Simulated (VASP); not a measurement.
Co (hcp): the bulk modulus from VASP (plane waves, PAW) at several levels of theory. Static lattice, third-order Birch-Murnaghan fit over five volumes.

```
level   bulk modulus (GPa)  error against measurement
------  ------------------  -------------------------
LDA                    276                    +42.9 %
PBE                    210                     +8.9 %
PBEsol                 243                    +25.7 %
SCAN                   232                    +20.4 %
r2SCAN                 223                    +15.7 %
```

Measured: 193 GPa at 0 K (as given by Vázquez-Parga, Fernández-Martínez, Viñes, J. Chem. Theory Comput. (2023), doi:10.1021/acs.jctc.3c00612, Supporting …; zero-point energy and finite temperature contributions removed).

The cell of the LDA run:

```
CELL_PARAMETERS angstrom
      1.21261    -2.10030     0.00000
      1.21261     2.10030     0.00000
      0.00000     0.00000     3.90868
ATOMIC_POSITIONS crystal
  Co 0.33333 0.66667 0.25000
  Co 0.66667 0.33333 0.75000
```
Starting moments (μB, in the order of the record's atoms Co Co): 1.5 1.5.

Only levels that ran to the end are used. Left out are those held back, those with too coarse a band path, GW runs whose mesh misses a band edge, hybrids' fits of cells that aren't cubic and levels without matching references; a question may draw on a part of the rest.

The compound is Co in the hcp structure.
